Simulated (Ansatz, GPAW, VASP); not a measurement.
One structure in several programs: Cu3Sn (Pmmn, 8 atoms in the cell)

Self-consistent single point.

```
Cu3Sn
1.0
    4.32369     0.00000     0.00000
    0.00000     5.43252     0.00000
    0.00000     0.00000     4.76457
Cu Sn
6 2
Cartesian
  2.16185   0.00000   1.43414
  0.00000   2.71626   3.33043
  0.00000   4.07721   0.74237
  0.00000   1.35531   0.74237
  2.16185   4.07157   4.02220
  2.16185   1.36095   4.02220
  2.16185   2.71626   1.62558
  0.00000   0.00000   3.13899
```

Shared settings, as Ansatz (a program for electronic structure) writes them: kpoints.mp_grid.grid = 3 2 2; scf.occupations.method = fermi_dirac; scf.occupations.width = 0.1 eV. Potentials and cutoffs stand in the table.

```json
[
 {"code": "Ansatz", "model": "PBEsol, default PAW files made with PBE", "pressure (GPa)": "-1.46", "largest force (eV/Å)": "0.100", "cutoff": "default"},
 {"code": "VASP", "model": "PBEsol, VASP's PBE PAW potentials (set 64)", "pressure (GPa)": "-2.90", "largest force (eV/Å)": "0.101", "cutoff": "300 eV"},
 {"code": "GPAW", "model": "PBEsol, GPAW PAW datasets PBEsol (made by gpaw-setup)", "pressure (GPa)": "-1.12", "largest force (eV/Å)": "0.086", "cutoff": "800 eV"}
]
```

Size of the force on each atom (eV/Å): Sizes of forces hide their directions.

| code | Cu1 | Cu2 | Cu3 | Cu4 | Cu5 | Cu6 | Sn7 | Sn8 |
|---|---|---|---|---|---|---|---|---|
| Ansatz | 0.050 | 0.050 | 0.100 | 0.100 | 0.100 | 0.100 | 0.081 | 0.081 |
| VASP | 0.046 | 0.046 | 0.101 | 0.101 | 0.101 | 0.101 | 0.080 | 0.080 |
| GPAW | 0.008 | 0.008 | 0.086 | 0.086 | 0.086 | 0.086 | 0.082 | 0.082 |

On Ansatz's run: spin polarisation is off.

The spread over the programs that give each value: pressure within 1.78 GPa; largest force within 0.015 eV/Å.

Ansatz's pressure is given at a fixed set of plane waves, as the other plane-wave codes print theirs; with its correction for the finite basis it is -1.36 GPa. In the pressure, VASP (by 1.44) lies more than 1 GPa from the median of the plane-wave programs.

On the base mesh (4 3 4) the same programs gave: GPAW pressure -1.49 GPa; Ansatz pressure -1.85 GPa; VASP pressure -3.32 GPa.

The values differ from the base mesh's, so the mesh still matters here: the table compares the programs at equal settings.

VASP's run is marked for a possible Pulay error in its stress at this cutoff; no cutoff test was made.

The starting cell comes from a database of computed structures (which also holds hypothetical and non-ambient phases and stackings), without a prior relaxation at this level.

Left out of this page: CP2K (unsound by tests on forces, stress, charge or solver warnings).

Keys are those of Ansatz 0.2.
